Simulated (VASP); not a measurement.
Given:

```xyz
3
Lattice="0.0000 2.7803 2.7803 2.7803 0.0000 2.7803 2.7803 2.7803 0.0000" Properties=species:S:1:pos:R:3 pbc="T T T"
Ca     2.7803     2.7803     5.5605
F      1.3901     1.3901     1.3901
F      4.1704     4.1704     4.1704
```

Computed with r2SCAN meta-GGA, VASP's PBE PAW potentials (set 64) (plane waves; VASP). Settings: 520 eV cut-off, 7×7×7 Γ-centred mesh, Gaussian smearing of 0.050 eV, potentials Ca_sv F.

Task: What does the run give for the energy per atom (σ→0), pressure?

Result: 
* **energy per atom (σ→0)**: -8639 meV/atom
* **pressure**: -4.74 GPa

Only differences to runs with the same potentials and settings are physical.

The compound is CaF2 in the fluorite structure. This cell is one point of a volume scan, at 1.06 of the reference volume.
